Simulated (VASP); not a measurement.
Data:

```yaml
crystal:
  lattice:
    - [2.21676, 1.27985, 7.26689]
    - [-2.21676, 1.27985, 7.26689]
    - [0.00000, -2.55970, 7.26689]
  atoms:
    - { symbol: Zn, position: [0.50077, 0.50077, 0.50077] }
    - { symbol: Cd, position: [0.99846, 0.99846, 0.99846] }
    - { symbol: Te, position: [0.87025, 0.87025, 0.87025] }
    - { symbol: Te, position: [0.38050, 0.38050, 0.38050] }
```

Calculation: PBEsol GGA, VASP's PBE PAW potentials (set 64) (plane waves; VASP). Settings: 400 eV cut-off, 7×7×7 Γ-centred mesh, tetrahedra with Blöchl corrections, potentials Zn Cd Te.

The cores are frozen, which limits the accuracy of field gradients.

Problem. Give the principal components of the electric field gradient (V/Å²) and the asymmetry η at each nucleus.

Solution. 
```csv
atom,Vxx,Vyy,Vzz,η
Zn1,2.6,2.6,-5.2,0.00
Cd2,1.8,1.8,-3.6,0.00
Te3,17.3,17.3,-34.7,0.00
Te4,-28.1,-28.1,56.2,0.00
```

The structure comes from a computed database's ZnCdTe2 entry (R3m); how it stands against other phases isn't given here. It was relaxed first, which changed the volume by -6 %.
